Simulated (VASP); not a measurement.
```yaml
crystal:
  lattice:
    - [0.00000, 2.24767, 2.24767]
    - [2.24767, 0.00000, 2.24767]
    - [2.24767, 2.24767, 0.00000]
  atoms:
    - { symbol: Ga, position: [0.00000, 0.00000, 0.00000] }
    - { symbol: N, position: [0.25000, 0.25000, 0.25000] }
```

All values below come from PBEsol GGA, VASP's PBE PAW potentials (set 64) (plane waves; VASP). Run with 620 eV cut-off, 10×10×10 Γ-centred mesh, Gaussian smearing of 0.050 eV, potentials Ga_d N.

Predict the energy per atom (σ→0), band gap (on the k-mesh) with the smallest direct gap where there is one.

| Quantity | Value |
|---|---|
| band gap (on the k-mesh) | 1.73 eV |
| smallest direct gap (on the k-mesh) | 1.73 eV |
| energy per atom (σ→0) | -633.2 kJ/mol of atoms |

The compound is GaN in the zinc blende structure, a metastable form; wurtzite is the usual one. It was relaxed first.
